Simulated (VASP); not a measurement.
Runs of VASP 6.6.1 on Ti. Symmetry: P6_3/mmc, No. 194, hexagonal system. Conventional cell: a = 2.950 Å, b = 2.950 Å, c = 4.680 Å, α = 90.00°, β = 90.00°, γ = 120.00°. Ti (site symmetry -6m2) is surrounded by 12 Ti at 2.89 to 2.95 Å. 

```csv
level,potentials or basis,gap on the mesh (eV),pressure (GPa),relaxed volume (Å³/atom)
PBE+D3(BJ),"VASP PAW PBE potentials, release 64 (Ti_sv)",none,0.0,16.46
PBE,"VASP PAW PBE potentials, release 64 (Ti_sv)",none,0.1,(a)
LDA,"VASP PAW LDA potentials, release 64 (Ti_sv)",none,0.0,(b)
r2SCAN,"VASP PAW PBE potentials, release 64 (Ti_sv)",none,0.0,17.36
PBEsol,"VASP PAW PBE potentials, release 64 (Ti_sv)",none,0.0,16.68
```

Alike in all rows: task relaxation of cell and atoms; no spin polarisation; cell relaxed; k mesh 18 × 18 × 9; cutoff (eV) 600; smearing methfessel-paxton 0.1 eV.

Fill in the values left out.

(a) 17.34; (b) 16.08.

Caveats: the PAW data sets were made with another functional, which shifts forces and pressure a little (some runs); pairwise dispersion overbinds metals, which lowers pressure and volume (some runs).

A k mesh can miss the band edges.

A gap of «none» marks a metal or a gap under the smearing width.

Not every run made on this cell is shown here.
